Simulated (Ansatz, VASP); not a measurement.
# MgBe2Te2S: VASP beside Ansatz, part 3 of 3

Wanted: the spread between two codes on one cell, functional and k mesh. The cell is generated by rule, not measured, and may not be a known phase. The cell is taken from a series of runs on this material, whose earlier steps may have relaxed, scaled, displaced or heated it; both programs get it as it stands.

VASP 6.6.1 and Ansatz 0.2.0.

So far: The structure; VASP: relaxation of cell and atoms, PBEsol, pair 1; Ansatz: relaxation of cell and atoms, PBEsol, pair 1; Side by side; VASP: relaxation of cell and atoms, PBEsol, pair 2; Ansatz: relaxation of cell and atoms, PBEsol, pair 2.

The structure was built from a prototype and need not be the compound's stable phase.

## Step 8: Ansatz: relaxation of cell and atoms, PBEsol, pair 3

Level of this step: Ansatz beside VASP: Kohn-Sham DFT, plane waves, PBEsol (Ansatz).

The relaxed volume is the usual yardstick between codes: in a stiff, nearly cubic crystal its relative difference is about their pressure difference at one cell divided by the bulk modulus.

The cell is taken from a series of runs on this material, whose earlier steps may have relaxed, scaled, displaced or heated it; both programs get it as it stands.

input.yaml

```yaml
crystal:
  lattice:
    - [2.8228304597, 2.8228304597, 0.0]
    - [-2.7640134278, 2.7640134278, 0.0]
    - [2.7934219437, 0.029408516, 8.5629230307]
  atoms:
    - { symbol: Be, position: [0.3389142479, 0.6610857521, 0.3221715042] }
    - { symbol: Be, position: [0.674404668, 0.325595332, 0.651190664] }
    - { symbol: Mg, position: [-0.0163290021, 0.0163290021, 0.0326580042] }
    - { symbol: S, position: [0.4005645335, 0.0994354665, 0.1988709331] }
    - { symbol: Te, position: [0.7575375568, 0.7424624432, 0.4849248865] }
    - { symbol: Te, position: [0.094907996, 0.405092004, 0.810184008] }
kpoints:
  mp_grid: { grid: [8, 8, 8] }
hamiltonian:
  xc: pbesol
scf:
  occupations: { method: fixed }
output:
  forces: true
  stress: true
  eigenvalues: true
relax:
  adjacent_minimum: "off"
  f_tol: 0.001
  max_steps: 60
  cell: { stress_tol: 0.01 }
```

Started as:

```sh
> ansatz run input.yaml --threads 8 --pin off --max-ram 14336MiB --backend cpu --events-out ev --progress --plain --runs-dir out
```

Numbers of over 12 decimals in the logs are rounded to 6 here.

What it wrote:

```text
[...]
Crystal: 6 atoms, lattice volume = 133.622 Å³
Basis set: ecut = 420 eV, 2589 PW (Γ), exchange–correlation on 54×54×128 points (8 copies of the dense FFT grid, shifted against one another)
Bands: 32, of which v1, the nominal top of the filled ones, is band 26 counted from 1 (25 counted from 0)
Symmetry: 4 space group operations
[...]
k-points: 95 of 512 (time reversal used)
[...]
- [-2.762429, 2.762429, -1.613021293402809e-11]
    - [2.792035, 0.029606, 8.568839]
  atoms:
    - { symbol: Be, position: [0.338923, 0.661077, 0.322153] }
    - { symbol: Be, position: [0.674403, 0.325597, 0.651194] }
    - { symbol: Mg, position: [-0.016329, 0.016329, 0.032658] }
    - { symbol: S, position: [0.400566, 0.099434, 0.198868] }
    - { symbol: Te, position: [0.757537, 0.742463, 0.484926] }
    - { symbol: Te, position: [0.094899, 0.405101, 0.810201] }
[key lines of the parts left out:]
SCF converged after 6 iterations
Free energy (F): -16784.515654 eV
Fermi energy:    6.805681 eV
P = ⅓ Tr σ = 0.0006 GPa (0.006 kbar)
```

## Step 9: VASP: relaxation of cell and atoms, PBEsol, pair 3

The same cell, functional and mesh now go to VASP, with its own data sets.

INCAR

```
SYSTEM = MgBe2Te2S
PREC = Accurate
ENCUT = 600
EDIFF = 1E-07
NELM = 120
ISMEAR = 0
SIGMA = 0.01
LREAL = .FALSE.
ALGO = Normal
GGA = PS
NBANDS = 18
LORBIT = 11
LWAVE = .FALSE.
LCHARG = .FALSE.
ISIF = 3
IBRION = 2
NSW = 80
EDIFFG = -0.005
LASPH = .TRUE.
GGA_COMPAT = .FALSE.
NELMIN = 4
EFERMI = MIDGAP
KPAR = 2
```

POSCAR

```
MgBe2Te2S
1.0
    2.8228300000      2.8228300000      0.0000000000
   -2.7640130000      2.7640130000      0.0000000000
    2.7934220000      0.0294090000      8.5629230000
Be Mg S Te
2 1 1 2
Direct
    0.3389143553      0.6610857648      0.3221715295
    0.6744045243      0.3255953604      0.6511907207
    0.9836709907      0.0163290035      0.0326580071
    0.4005645267      0.0994354381      0.1988708762
    0.7575376751      0.7424624162      0.4849248323
    0.0949078686      0.4050919879      0.8101839757
```

KPOINTS

```
Automatic mesh
0
Gamma
8 8 8
0 0 0
```

The projector-augmented-wave data sets are Be, Mg, S and Te (PBE family, release 64).

Started as:

```sh
> mpirun -np 2 vasp_std
```

What it wrote:

```text
[... set-up lines as in an earlier step ...]
 entering main loop
       N       E                     dE             d eps       ncg     rms          rms(c)
DAV:   1     0.102603213229E+03    0.10260E+03   -0.99012E+03  3420   0.120E+03
DAV:   2    -0.164052464498E+02   -0.11901E+03   -0.11533E+03  4398   0.176E+02
DAV:   3    -0.254599687889E+02   -0.90547E+01   -0.90218E+01  4642   0.575E+01
DAV:   4    -0.256214209011E+02   -0.16145E+00   -0.16134E+00  5026   0.827E+00
[...]
DAV:  13    -0.249705362073E+02   -0.87522E-06   -0.14151E-05  4876   0.212E-02    0.767E-03
DAV:  14    -0.249705368630E+02   -0.65576E-06   -0.33769E-06  3990   0.106E-02    0.720E-03
DAV:  15    -0.249705368770E+02   -0.14012E-07   -0.28613E-07  4588   0.282E-03
   1 F= -.24970537E+02 E0= -.24970537E+02  d E =-.249705E+02
[...]
2 F= -.24970701E+02 E0= -.24970701E+02  d E =-.163677E-03
[...]
3 F= -.24970703E+02 E0= -.24970703E+02  d E =-.165640E-03
[...]
4 F= -.24970726E+02 E0= -.24970726E+02  d E =-.230489E-04
[...]
5 F= -.24970742E+02 E0= -.24970742E+02  d E =-.396967E-04
[...]
reached required accuracy - stopping structural energy minimisation
```

Parts of OUTCAR (step 9):

```text
  Total        0.0040421      0.0040421     -0.0055042      0.0035582     -0.0000000     -0.0000000
  in kB        0.0483611      0.0483611     -0.0658533      0.0425715     -0.0000000     -0.0000000
  external PRESSURE =       0.0102897 kB  Pullay stress =       0.0000000 kB

 POSITION                                       TOTAL-FORCE (eV/Angst)
 -----------------------------------------------------------------------------------
      0.02959      2.79465      2.75963        -0.000000     -0.000000     -0.002499
      2.82424      2.82424      5.58381         0.000000      0.000000      0.004221
      2.82424      2.82424      0.28205        -0.000000     -0.000000     -0.002406
      1.41212      1.41212      1.70345         0.000000      0.000000      0.001799
      1.44171      4.20677      4.15712        -0.000000     -0.000000     -0.001873
      1.41212      1.41212      6.94913         0.000000      0.000000      0.000758
 -----------------------------------------------------------------------------------
    total drift:                                0.000102      0.000101      0.000043

  FREE ENERGIE OF THE ION-ELECTRON SYSTEM (eV)
  ---------------------------------------------------
  free  energy   TOTEN  =       -24.9707422135 eV

  energy  without entropy=      -24.9707422135  energy(sigma->0) =      -24.97074221

[... 1 part as in an earlier step ...]

[... 3 further parts left out ...]
[key lines of the parts left out:]
E-fermi :   5.2446
```

## Step 10: Side by side

What differs besides the data sets and the points named for the pairs above, as far as they apply: fixed occupations in Ansatz, narrow Gaussian smearing in VASP; the data sets hold 52 valence electrons in Ansatz (on its default PAW (the set named soft_2) files) and 24 in VASP. Total energies have different zeros and are not compared.

The two programs side by side:

```
                                         quantity  Ansatz    VASP  difference
                                      volume (Å³)  133.58  133.91     -0.25 %
edge a after relaxation, in the typed setting (Å)   3.990   3.994     -0.09 %
edge b after relaxation, in the typed setting (Å)   3.907   3.910     -0.09 %
edge c after relaxation, in the typed setting (Å)   9.012   9.018     -0.06 %
```

## Step 11: Summary of results

| Item | Value |
| --- | --- |
| difference in volume (relaxation of cell and atoms, PBEsol, pair 1) | -0.31 % |
| difference in volume (relaxation of cell and atoms, PBEsol, pair 2) | -0.25 % |
| difference in volume (relaxation of cell and atoms, PBEsol, pair 3) | -0.25 % |

In words: The difference in volume is -0.31 % (relaxation of cell and atoms, PBEsol, pair 1), within the 1.2 % picked in this series as the mark of a large difference, as far as the stopping tolerances let one tell. The data sets hold unlike numbers of valence electrons (52 in Ansatz and 24 in VASP), so part of the differences comes from the potentials. Such differences can come from data sets, numerical settings and the points named under the comparisons, not from the functional's error against experiment.

[Lines on the potential files, build, host, timing and source positions are cut from VASP's logs without a mark.]

[Logs are printed without paths, hosts, clocks, repeated set-up lines and the standing remarks that a program may print on its own settings, such as how far it seeks lower states.]

[Hosts, paths, dates, database ids (printed as entryN), source tags and the programs' standing remarks are cut or masked in the printed files.]
